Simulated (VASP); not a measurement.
Calculation: PBEsol GGA, VASP's PBE PAW potentials (set 64) (plane waves; VASP).

Input for VASP

**POSCAR**
```
Zn4S3Se
10.8543030
 -0.0000129452   0.4999999781   0.4994414148
  0.4999999781  -0.0000129452   0.4994414148
  0.2499935164   0.2499935164   0.0000000000
Zn Se S
4 1 3
Direct
  0.9926025196   0.9926025196   0.0147949607
  0.9958660020   0.5110773635   0.9930566345
  0.5110773635   0.9958660020   0.9930566345
  0.5004266317   0.5004266317   0.9991467367
  0.1256318897   0.1256318897   0.2487362206
  0.1259160125   0.6239175734   0.2501664141
  0.6239175734   0.1259160125   0.2501664141
  0.6245620077   0.6245620077   0.2508759846
```

INCAR:
```
! general
SYSTEM  = Zn4S3Se
PREC    = Accurate
ENCUT   = 400
LREAL   = F
LASPH   = T

! electronic loop
EDIFF   = 1E-7
NELM    = 100
ALGO    = Normal   ! blocked Davidson
LMAXMIX = 4   ! l cut-off of mixed one-centre charges

! smearing
ISMEAR  = -5   ! tetrahedra, Bloechl

! functional
GGA     = PS   ! PBEsol

! ions
ISIF    = 2

! output
LWAVE   = F
LCHARG  = T
LORBIT  = 11   ! lm-projected
NEDOS   = 601

! other
LEFG    = T
```

### KPOINTS
```
Automatic mesh
0
Gamma
 4 4 8
0 0 0
```

POTCAR, in this order: Zn Se S (PBE.64 set). Program: vasp_std.

Output

File OSZICAR:
```
       N       E                     dE             d eps       ncg     rms          rms(c)
DAV:   1     0.516705739224E+03    0.51671E+03   -0.28825E+04  2838   0.168E+03
DAV:   2     0.351657960313E+02   -0.48154E+03   -0.46934E+03  2886   0.393E+02
DAV:   3    -0.283732461139E+02   -0.63539E+02   -0.62950E+02  3127   0.141E+02
DAV:   4    -0.309545933565E+02   -0.25813E+01   -0.25732E+01  3387   0.285E+01
DAV:   5    -0.309945523006E+02   -0.39959E-01   -0.39930E-01  3336   0.371E+00    0.135E+01
DAV:   6    -0.294310049675E+02    0.15635E+01   -0.40933E+00  4041   0.466E+01    0.102E+01
DAV:   7    -0.295019077544E+02   -0.70903E-01   -0.39160E+00  3027   0.819E+00    0.426E+00
DAV:   8    -0.294593458490E+02    0.42562E-01   -0.21377E-01  3569   0.528E+00    0.147E+00
DAV:   9    -0.294586891170E+02    0.65673E-03   -0.55363E-02  3612   0.276E+00    0.382E-01
DAV:  10    -0.294588653143E+02   -0.17620E-03   -0.29943E-03  3645   0.577E-01    0.271E-01
DAV:  11    -0.294589687556E+02   -0.10344E-03   -0.72756E-04  3660   0.215E-01    0.862E-02
DAV:  12    -0.294590365596E+02   -0.67804E-04   -0.25678E-04  3272   0.213E-01    0.449E-02
DAV:  13    -0.294590423930E+02   -0.58334E-05   -0.20008E-05  3292   0.101E-01    0.295E-02
DAV:  14    -0.294590423253E+02    0.67786E-07   -0.19245E-05  3581   0.508E-02    0.212E-02
DAV:  15    -0.294590423294E+02   -0.41628E-08   -0.80132E-06  3396   0.347E-02    0.472E-03
DAV:  16    -0.294590424538E+02   -0.12443E-06   -0.65776E-07  3331   0.163E-02    0.336E-03
DAV:  17    -0.294590425648E+02   -0.11091E-06   -0.37770E-07  2972   0.564E-03    0.213E-03
DAV:  18    -0.294590425098E+02    0.54915E-07   -0.12065E-07  1695   0.729E-03
   1 F= -.29459043E+02 E0= -.29459043E+02  d E =0.000000E+00
```

### OUTCAR
```
------------------------ aborting loop because EDIFF is reached ----------------------------------------
  FORCE on cell =-STRESS in cart. coord.  units (eV):
  Direction    XX          YY          ZZ          XY          YZ          ZX
  --------------------------------------------------------------------------------------
  Total       -0.0147162     -0.0147162      0.0253474     -0.0059976      0.0000000     -0.0000000
  in kB       -0.1476644     -0.1476644      0.2543398     -0.0601803      0.0000000     -0.0000000
  external PRESSURE =      -0.0136630 kB  Pullay stress =       0.0000000 kB
  volume of cell :      159.67
      direct lattice vectors                 reciprocal lattice vectors
    -0.000140512  5.427151262  5.421088447    -0.092126980  0.092126980  0.092232400
     5.427151262 -0.000140512  5.421088447     0.092126980 -0.092126980  0.092232400
     2.713505375  2.713505375  0.000000000     0.184263501  0.184263501 -0.184464801
 POSITION                                       TOTAL-FORCE (eV/Angst)
 -----------------------------------------------------------------------------------
      5.42701      5.42701     10.76197        -0.000000      0.000000      0.005790
      5.46822      8.09931      8.16927        -0.000706      0.000706     -0.013962
      8.09931      5.46822      8.16927         0.000706     -0.000706     -0.013962
      5.42701      5.42701      5.42571        -0.000000     -0.000000      0.010758
      1.35675      1.35675      1.36212        -0.000000     -0.000000      0.007887
      4.06491      1.36211      4.06491        -0.005569      0.005569      0.002545
      1.36211      4.06491      4.06491         0.005569     -0.005569      0.002545
      4.07026      4.07026      6.77161         0.000000      0.000000     -0.001600
 -----------------------------------------------------------------------------------
    total drift:                               -0.000017     -0.000017     -0.001600
  FREE ENERGIE OF THE ION-ELECTRON SYSTEM (eV)
  ---------------------------------------------------
  free  energy   TOTEN  =       -29.4590425098 eV

  energy  without entropy=      -29.4590425098  energy(sigma->0) =      -29.45904251

 total charge

# of ion       s       p       d       tot
------------------------------------------
    1        0.546   0.514   9.796  10.856
    2        0.535   0.494   9.796  10.825
    3        0.535   0.494   9.796  10.825
    4        0.522   0.474   9.796  10.793
    5        1.435   2.455   0.035   3.925
    6        1.310   2.412   0.000   3.722
    7        1.310   2.412   0.000   3.722
    8        1.310   2.409   0.000   3.719
--------------------------------------------------
tot          7.502  11.666  39.220  58.387

 Electric field gradients after diagonalization (V/A^2)
 (convention: |V_zz| > |V_xx| > |V_yy|)
----------------------------------------------------------------------
 ion       V_xx      V_yy      V_zz     asymmetry (V_yy - V_xx)/ V_zz
----------------------------------------------------------------------
   1       4.378     0.596    -4.974       0.760
   2      -2.156    -2.041     4.196       0.027
   3      -2.156    -2.041     4.196       0.027
   4       0.370     0.164    -0.534       0.384
   5      16.291     5.534   -21.825       0.493
   6       8.593     3.987   -12.581       0.366
   7       8.593     3.987   -12.581       0.366
   8       7.837     2.279   -10.116       0.549
```
(Selected blocks of OUTCAR.)

OUTCAR:
```
 val. band max:        2.2372347470   @ k =   0.0000   0.0000   0.0000

 cond. band min:       3.9276492634   @ k =   0.0000   0.0000   0.0000


 Fermi energy:         2.2697572842

 k-point     1 :       0.0000    0.0000    0.0000
  band No.  band energies     occupation
      1     -11.2577      2.00000
      2     -10.3218      2.00000
      3     -10.2885      2.00000
      4      -9.9761      2.00000
      5      -4.4771      2.00000
      6      -4.4440      2.00000
      7      -4.4386      2.00000
      8      -4.4325      2.00000
      9      -4.3320      2.00000
     10      -4.2945      2.00000
     11      -4.2754      2.00000
     12      -4.2727      2.00000
     13      -4.0863      2.00000
     14      -4.0688      2.00000
     15      -3.9537      2.00000
     16      -3.9503      2.00000
     17      -3.8978      2.00000
     18      -3.8958      2.00000
     19      -3.8947      2.00000
     20      -3.8793      2.00000
     21      -3.8293      2.00000
     22      -3.7443      2.00000
     23      -3.7168      2.00000
     24      -3.7053      2.00000
     25      -3.4867      2.00000
     26      -3.3329      2.00000
     27      -2.6481      2.00000
     28      -0.2777      2.00000
     29      -0.2536      2.00000
     30       0.9922      2.00000
     31       1.1455      2.00000
     32       1.1552      2.00000
     33       1.2996      2.00000
     34       2.1340      2.00000
     35       2.1539      2.00000
     36       2.2372      2.00000
     37       3.9276      0.00000
     38       5.0829      0.00000
     39       5.1430      0.00000
     40       5.2693      0.00000
     41       5.8943      0.00000
     42       8.2279      0.00000
     43       8.2467      0.00000

 k-point     2 :       0.2500    0.0000    0.0000
  band No.  band energies     occupation
      1     -11.1384      2.00000
      2     -10.4704      2.00000
      3     -10.2634      2.00000
      4     -10.0303      2.00000
      5      -4.4401      2.00000
...
```

The structure was generated: Zn4S3Se was put into an ordered model structure (Amm2), which need not be its known phase. It was relaxed first.
